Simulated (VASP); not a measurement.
All values below come from LDA (Ceperley-Alder, Perdew-Zunger), VASP's LDA PAW potentials (set 64) (plane waves; VASP).

A VASP calculation is set up with these files.

KPOINTS:
```
Automatic mesh
0
Gamma
8 8 8
0 0 0
```

POSCAR:
```
TiO2
1
   -1.8732972635     1.8732972635     4.7324721723
    1.8732972635    -1.8732972635     4.7324721723
    1.8732972635     1.8732972635    -4.7324721723
Ti O
2 4
Direct
  0.7500000000   0.2500000000   0.5000000000
  0.0000000000   0.0000000000   0.0000000000
  0.5418857069   0.0418857069   0.5000000000
  0.7918857069   0.7918857069   0.0000000000
  0.2081142931   0.2081142931   0.0000000000
  0.9581142931   0.4581142931   0.5000000000
```

**INCAR**
```
! general
SYSTEM   =  TiO2
PREC     =  Accurate
ENCUT    =  620
LREAL    =  .False.
LASPH    =  .True.

! electronic loop
EDIFF    =  1E-6
NELM     =  100
ALGO     =  Normal
LMAXMIX  =  4

! smearing
ISMEAR   =  0
SIGMA    =  0.05

! ions
IBRION   =  2
NSW      =  40
ISIF     =  3
EDIFFG   =  -0.02

! output
LWAVE    =  .False.
LCHARG   =  .False.
```

POTCAR, in this order: Ti_sv O (LDA.64 set). Program: vasp_std.

What will the output report for the number of irreducible k-points (NKPTS), largest plane-wave count, number of space-group operations, FFT grid (NGX, NGY, NGZ)?

```yaml
number of irreducible k-points (NKPTS): 59
largest_plane_wave_count: 2345
number_of_space_group_operations: 16
FFT grid (NGX, NGY, NGZ): 48 × 48 × 48
```

The compound is TiO2 in the anatase structure, one of several forms; rutile is the usual stable one. It was relaxed first.
